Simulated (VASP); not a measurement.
The system is ZnH.

```
Zn H
1.0
     0.00000    2.21594    2.21594
     2.21594    0.00000    2.21594
     2.21594    2.21594    0.00000
Zn H
1 1
Direct
  0.00000 0.00000 0.00000
  0.25000 0.25000 0.25000
```

The cell was built by a generator and needn't be a form met in nature.

Base run:

- Program: VASP 6.6.1
- Functional: PW91
- Potentials or basis: VASP PAW PBE potentials, release 64 (Zn, H)
- Cutoff: 520 eV
- k mesh: 10 × 10 × 10
- Occupations: fermi-dirac, width 0.05 eV
- Spin: no spin polarisation

Its results: pressure 0.4 GPa.

After a change of settings the same cell gave: pressure 2.4 GPa. Which change was it?
A. functional from PW91 to TPSS
B. functional from PW91 to RPBE
C. functional from PW91 to PBEsol
D. functional from PW91 to BLYP

B.

RPBE binds less tightly than PW91, so the same cell stands under more pressure.

Caveats: the PAW data sets were made with another functional, which shifts forces and pressure a little.
